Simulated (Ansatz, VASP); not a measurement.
This is a calculation of RuSe for Ansatz 0.2.0. The cell comes from a database or a generator and needn't be the stable form of this composition.

input.yaml

```yaml
crystal:
  lattice:
    - [3.18769231, 0.0, 0.0]
    - [0.0, 3.18769231, 0.0]
    - [0.0, 0.0, 3.18769231]
  atoms:
    - { symbol: Ru, position: [0.0, 0.0, 0.0] }
    - { symbol: Se, position: [0.5, 0.5, 0.5] }
hamiltonian:
  xc: pbe
  pseudopotentials: { kind: paw }
kpoints:
  mp_grid: { grid: [8, 8, 8] }
scf:
  occupations: { method: fermi_dirac, width: 0.05 }
output:
  forces: true
  stress: true
  eigenvalues: true
relax:
  f_tol: 0.01
  max_steps: 40
  cell: { stress_tol: 0.05 }
```

Potentials or basis: Ansatz PAW.

Command:

```console
$ ansatz run input.yaml --threads 2 --pin off --max-ram 5632MiB --backend cpu --events-out ev --progress --plain --runs-dir out
```

Question: Translate it to VASP 6.6.1. Potentials or basis there: PBE PAW files Ru_pv, Se, 600 eV.

Answer: As run (cutoffs and basis follow the program's own potentials, and thresholds, step limits or extra output files can differ):

Contents of INCAR:

```
SYSTEM = RuSe
PREC = Accurate
ENCUT = 600
EDIFF = 1E-7
ISMEAR = -1
SIGMA = 0.05
LREAL = .FALSE.
LASPH = .TRUE.
NELM = 80
ALGO = Normal
ISIF = 3
LWAVE = .FALSE.
LCHARG = .FALSE.
GGA = PE
IBRION = 2
NSW = 40
EDIFFG = -0.01
```

Contents of KPOINTS:

```
regular mesh
0
G
  8 8 8
  0 0 0
```

The input POSCAR:

```
RuSe
1.0
    3.1876923100      0.0000000000      0.0000000000
    0.0000000000      3.1876923100      0.0000000000
    0.0000000000      0.0000000000      3.1876923100
Ru Se
1 1
Direct
    0.0000000000      0.0000000000      0.0000000000
    0.5000000000      0.5000000000      0.5000000000
```

Potentials or basis: VASP PAW PBE potentials, release 64 (Ru_pv, Se).

Command:

```console
$ cat potpaw_PBE.64/Ru_pv/POTCAR potpaw_PBE.64/Se/POTCAR > POTCAR
$ mpirun -np 1 vasp_std > vasp.out
```

Both were run:

|  | Ansatz | VASP |
| --- | --- | --- |
| Relaxed volume | 15.31 Å³/atom | 15.31 Å³/atom |
| Relaxed cell | a = 3.129 Å, b = 3.129 Å, c = 3.129 Å, α = 90.00°, β = 90.00°, γ = 90.00° | a = 3.129 Å, b = 3.129 Å, c = 3.129 Å, α = 90.00°, β = 90.00°, γ = 90.00° |
| Space group after relaxing | Pm-3m (No. 221) | Pm-3m (No. 221) |
| Pressure after relaxing | 0.0 GPa | 0.0 GPa |

Ansatz's pressure holds a Pulay term of +0.04 GPa for its cutoff of 420 eV, which the other run lacks.

The potentials hold 32 and 20 valence electrons a cell.

Where Ansatz's input types no cutoff or centring, it takes its own default and a Γ-centred mesh.

Pressure is positive in compression.
